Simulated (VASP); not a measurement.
Consider the following.

```
MgH2
1.0
    4.46125     0.00000     0.00000
    0.00000     4.46125     0.00000
    0.00000     0.00000     2.98861
Mg H
2 4
Direct
  0.00000   0.00000   0.00000
  0.50000   0.50000   0.50000
  0.30412   0.30412   0.00000
  0.80412   0.19588   0.50000
  0.19588   0.80412   0.50000
  0.69588   0.69588   0.00000
```

All values below come from revTPSS meta-GGA, VASP's PBE PAW potentials (set 64) (plane waves; VASP). Numerical set-up: 520 eV cut-off, 6×6×8 Γ-centred mesh, tetrahedra with Blöchl corrections, potentials Mg H.

The cores are frozen, which limits the accuracy of field gradients.

### Question
Give the principal components of the electric field gradient (V/Å²) and the asymmetry η at each nucleus.

### Answer

| atom | Vxx | Vyy | Vzz | η |
|---|---|---|---|---|
| Mg1 | -5.2 | -0.5 | 5.7 | 0.81 |
| Mg2 | -5.2 | -0.5 | 5.7 | 0.81 |
| H3 | 4.7 | 1.1 | -5.7 | 0.63 |
| H4 | 4.7 | 1.1 | -5.7 | 0.63 |
| H5 | 4.7 | 1.1 | -5.7 | 0.63 |
| H6 | 4.7 | 1.1 | -5.7 | 0.63 |

The compound is MgH2 in the rutile structure. It was relaxed first.
